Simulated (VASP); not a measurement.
The input files of a VASP run:

INCAR:
```
LASPH  =  .TRUE.
PREC  =  Accurate
LCHARG  =  .FALSE.
ALGO  =  Normal   ! blocked Davidson
ISMEAR  =  1   ! Methfessel-Paxton
ENCUT  =  400   ! plane-wave cut-off (eV)
LMAXMIX  =  4   ! l cut-off of mixed one-centre charges
SIGMA  =  0.1   ! width (eV)
GGA  =  PE   ! PBE
EDIFF  =  1E-4   ! SCF stop (eV)
ISIF  =  2
NELM  =  100
LWAVE  =  .FALSE.
LREAL  =  .FALSE.   ! projection in real space or not
SYSTEM  =  Nb
```

### KPOINTS
```
Regular mesh
0
Gamma
  14 14 14
0 0 0
```

**POSCAR**
```
Nb
1
   -1.6830000000     1.6830000000     1.6830000000
    1.6830000000    -1.6830000000     1.6830000000
    1.6830000000     1.6830000000    -1.6830000000
Nb
1
Direct
  0.0000000000   0.0000000000   0.0000000000
```

POTCAR, in this order: Nb_sv (PBE.64 set). Program: vasp_std.

**Question.** Translate this PBE calculation to Quantum ESPRESSO's pw.x.

**Answer.** One equivalent input (not run):
```
&CONTROL
  calculation = 'scf'
  pseudo_dir = './pseudo'
  outdir = './out'
  tprnfor = .true.
  tstress = .true.
/
&SYSTEM
  ibrav = 0
  nat = 1
  ntyp = 1
  ecutwfc = 82
  occupations = 'smearing'
  smearing = 'methfessel-paxton'
  degauss = 0.00735
  input_dft = 'pbe'
/
&ELECTRONS
  conv_thr = 7.3e-06
  electron_maxstep = 100
/
ATOMIC_SPECIES
  Nb 92.906 Nb.upf
CELL_PARAMETERS angstrom
    -1.6830000    1.6830000    1.6830000
     1.6830000   -1.6830000    1.6830000
     1.6830000    1.6830000   -1.6830000
ATOMIC_POSITIONS crystal
  Nb   0.0000000  0.0000000  0.0000000
K_POINTS automatic
  14 14 14 0 0 0
```
The two are equivalent in intent, not identical: the potentials are each code's own (VASP's PAW set, PseudoDojo norm-conserving files in pw.x), so ENCUT and ecutwfc are chosen apart and not converted; conv_thr bounds pw.x's estimated SCF error, while EDIFF bounds the energy change between steps.

The compound is Nb in the bcc structure. The cell was not relaxed at this level. The run is one of a series of settings (EDIFF = 1E-4 against the base run), some of them coarse on purpose.
